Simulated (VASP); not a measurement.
# Cu (Copper): the relaxed cell at several levels, part 3 of 3

Aim: relax Cu (Copper) at several levels and hold each cell against experiment. LASPH is on for some levels and off for others; the table marks which. The start is a cell from a database of measured crystal structures.

VASP 6.6.1, plane waves and PAW; the level of theory is named at each step.

Still holding for the runs below: This run has no spin polarisation. Its electron count is odd, so without a moment it is a metal by construction.

So far, final volume (Å³): step 2 (relaxation, level LDA) 11.0; step 5 (relaxation, level r2SCAN) 11.5; step 6 (relaxation, level PBE + D3(BJ), PBE with D3(BJ)) 11.3; step 7 (relaxation, level r2SCAN + rVV10, r2SCAN with rVV10) 11.4; step 8 (relaxation, level vdW-DF-cx) 11.5.

## 9. Relaxation with PBE + D4

This step: PBE with D4; plane waves and PAW (Cu) (VASP 6.6.1).

D4 lets the coefficients depend on atomic charges too.

INCAR reads:

```
SYSTEM = Cu
PREC = Accurate
ENCUT = 520
EDIFF = 1E-06
NELM = 100
ISMEAR = -1
SIGMA = 0.05
LREAL = .FALSE.
ALGO = Normal
GGA = PE
IVDW = 13
NBANDS = 11
LORBIT = 11
LWAVE = .FALSE.
LCHARG = .FALSE.
KPAR = 2
IBRION = 2
NSW = 60
ISIF = 3
EDIFFG = -0.01
```

POSCAR reads:

```
Cu
1.0
    0.0000000000      1.8075000000      1.8075000000
    1.8075000000      0.0000000000      1.8075000000
    1.8075000000      1.8075000000      0.0000000000
Cu
1
Direct
    0.0000000000      0.0000000000      0.0000000000
```

KPOINTS reads:

```
Automatic mesh
0
Gamma
13 13 13
0 0 0
```

Potentials, in the order of the species: Cu (PBE family, release 64).

Command:

```sh
mpirun -np 2 vasp_std
```

Output:

```text
[... set-up lines as in an earlier step ...]
 entering main loop
       N       E                     dE             d eps       ncg     rms          rms(c)
[... 12 cycles as in an earlier step ...]
   1 F= -.42889449E+01 E0= -.42875826E+01  d E =-.428894E+01
[...]
N       E                     dE             d eps       ncg     rms          rms(c)
DAV:   1    -0.436218047756E+01   -0.63385E+00   -0.10724E+01  2169   0.705E+01    0.689E+00
DAV:   2    -0.395105250677E+01    0.41113E+00   -0.97475E+00  2115   0.631E+01    0.283E+00
DAV:   3    -0.371894480674E+01    0.23211E+00   -0.14348E+00  2118   0.245E+01    0.837E-01
DAV:   4    -0.370500646524E+01    0.13938E-01   -0.11477E-02  2067   0.157E+00    0.142E-01
DAV:   5    -0.370431559305E+01    0.69087E-03   -0.48283E-03  2146   0.143E+00    0.395E-02
DAV:   6    -0.370429242364E+01    0.23169E-04   -0.63568E-05  2658   0.143E-01    0.836E-03
DAV:   7    -0.370429007068E+01    0.23530E-05   -0.46229E-06  1218   0.394E-02    0.849E-04
DAV:   8    -0.370429032796E+01   -0.25727E-06   -0.15107E-07  1062   0.550E-03
   2 F= -.42924592E+01 E0= -.42911021E+01  d E =-.351434E-02
 trial-energy change:   -0.003514  1 .order   -0.002938   -0.018402    0.012526
 step:   0.6213(harm=  0.5950)  dis= 0.00000  next Energy=    -4.294800 (dE=-0.585E-02)
[...]
N       E                     dE             d eps       ncg     rms          rms(c)
DAV:   1    -0.380738509871E+01   -0.10310E+00   -0.15807E+00  2157   0.292E+01    0.244E+00
DAV:   2    -0.374348803926E+01    0.63897E-01   -0.11318E+00  2106   0.211E+01    0.887E-01
DAV:   3    -0.371980059768E+01    0.23687E-01   -0.16887E-01  2115   0.844E+00    0.362E-01
DAV:   4    -0.371726983752E+01    0.25308E-02   -0.44295E-03  2443   0.821E-01    0.340E-02
DAV:   5    -0.371726251340E+01    0.73241E-05   -0.93960E-05  2371   0.187E-01    0.115E-02
DAV:   6    -0.371726280264E+01   -0.28925E-06   -0.39923E-06  1405   0.332E-02
   3 F= -.42948004E+01 E0= -.42934435E+01  d E =-.585559E-02
[...]
reached required accuracy - stopping structural energy minimisation
```

The job ended after 6.6 s (2 MPI ranks of Intel Xeon 6975P-C (Granite Rapids), shared host; peak memory 0.25 GiB; 12 s of CPU time).

Parts of OUTCAR (step 9):

```text
  Edisp (eV):   -0.57754

  Total      -0.00321    -0.00321    -0.00321     0.00000     0.00000     0.00000
  in kB      -0.44942    -0.44942    -0.44942     0.00000     0.00000     0.00000
  external pressure =       -0.45 kB  Pullay stress =        0.00 kB

 POSITION                                       TOTAL-FORCE (eV/Angst)
 -----------------------------------------------------------------------------------
      0.00000      0.00000      0.00000        -0.000000      0.000000     -0.000000
 -----------------------------------------------------------------------------------
    total drift:                                0.000000      0.000000      0.000000

  FREE ENERGIE OF THE ION-ELECTRON SYSTEM (eV)
  ---------------------------------------------------
  free  energy   TOTEN  =        -4.2948004442 eV

  energy  without entropy=       -4.2920865174  energy(sigma->0) =       -4.29344348

[... 2 parts as in an earlier step ...]

[... 2 further parts left out ...]
[key lines of the parts left out:]
E-fermi :   8.1776
```

It ends at 11.44 Å³/atom, -3.2 % from the start, with -0.04 GPa left. The conventional cell has a = 3.576 Å. Against plain PBE, the dispersion term moves a by -1.6 %.

## 10. The cells as a table

This step: relaxed cells at several levels; plane waves and PAW (VASP 6.6.1).

Derived from the runs above.

Lengths are those of the conventional cell; cost is the wall time of each run, as given at its step, times its ranks, without the set-up around it; LASPH differs between rows, which moves results and costs too. Results by level, by row:

```
         level  volume (Å³/atom)  change from the start (%)  a (Å)  cost (core minutes)  LASPH
           LDA             10.96                       -7.2  3.527                 0.18    off
        PBEsol             11.36                       -3.8  3.568                 0.18    off
           PBE             11.99                        1.5  3.633                0.167    off
        r2SCAN             11.48                       -2.8  3.581                 1.33     on
  PBE + D3(BJ)             11.34                         -4  3.567                 0.18    off
r2SCAN + rVV10             11.35                       -3.9  3.568                 2.17     on
     vdW-DF-cx             11.47                       -2.9   3.58                0.767     on
      PBE + D4             11.44                       -3.2  3.576                 0.22    off
```

## 11. Outcome

| Item | Value |
| --- | --- |
| volume, LDA | 10.96 Å³/atom |
| volume, PBEsol | 11.36 Å³/atom |
| volume, PBE | 11.99 Å³/atom |
| volume, r2SCAN | 11.48 Å³/atom |
| volume, PBE + D3(BJ) | 11.34 Å³/atom |
| volume, r2SCAN + rVV10 | 11.35 Å³/atom |
| volume, vdW-DF-cx | 11.47 Å³/atom |
| volume, PBE + D4 | 11.44 Å³/atom |

**Reading.** For Cu (Copper) the levels give volumes between 10.96 Å³/atom (LDA) and 11.99 Å³/atom (PBE), a spread of 9.3 %, while the cost of the finished runs spans a factor of 13. Within 1 % of experiment on every length: PBE, r2SCAN and vdW-DF-cx. The nearest, PBE, is among the cheap ones. Thermal and zero-point expansion, often some tenths of a per cent in length, bear on this order: with the measured lengths lowered by an assumed 0.4 % the nearest becomes r2SCAN. The costs hold the number of ionic steps as well as the price of the functional. The closing table has room for seven levels; PBE + D4 stands in the table of levels alone. Adding D3(BJ) to PBE changes the volume by -5.4 % (a by -1.8 %). Adding rVV10 to r2SCAN changes the volume by -1.1 % (a by -0.4 %). Adding D4 to PBE changes the volume by -4.6 % (a by -1.6 %). Pairwise corrections of the D and TS kind ignore the screening in a metal, so they may overbind here. Within 0.02 Å all end in space group Fm-3m; the runs can't lower the symmetry of the start. LASPH is on for some levels and off for others, so differences between them are not the functional's alone. Each is a single relaxation on the plane waves of the start cell, so larger changes of volume carry a basis-set error that was not tested here.

Computed beside measured:

| quantity | measured | LDA | PBEsol | PBE | r2SCAN | PBE + D3(BJ) | r2SCAN + rVV10 | vdW-DF-cx |
| --- | --- | --- | --- | --- | --- | --- | --- | --- |
| lattice constant a (Å) | 3.615 | 3.527 (-2.4 %) | 3.568 (-1.3 %) | 3.633 (+0.5 %) | 3.581 (-0.9 %) | 3.567 (-1.3 %) | 3.568 (-1.3 %) | 3.580 (-1.0 %) |

Measured values from pmc:9839838 (2022).

Verdict: For the lattice constant a, of the levels listed nearest comes PBE (+0.5 %, good agreement) and farthest LDA (-2.4 %, a clear miss). The grades are ours: good and fair within 0.7 and 1.5 % for the lattice constant a. Zero-point motion and thermal expansion are not in the computed lattice constants.

[Lines on the potential files, build, host, timing and source positions are cut from VASP's logs without a mark.]

[Logs are printed without paths, hosts, clocks, repeated set-up lines and the standing remarks that a program may print on its own settings, such as how far it seeks lower states.]

[Hosts, paths, dates, database ids (printed as entryN), source tags and the programs' standing remarks are cut or masked in the printed files.]

[A measured line is paired with the nearest computed mode of its activity, which favours agreement.]
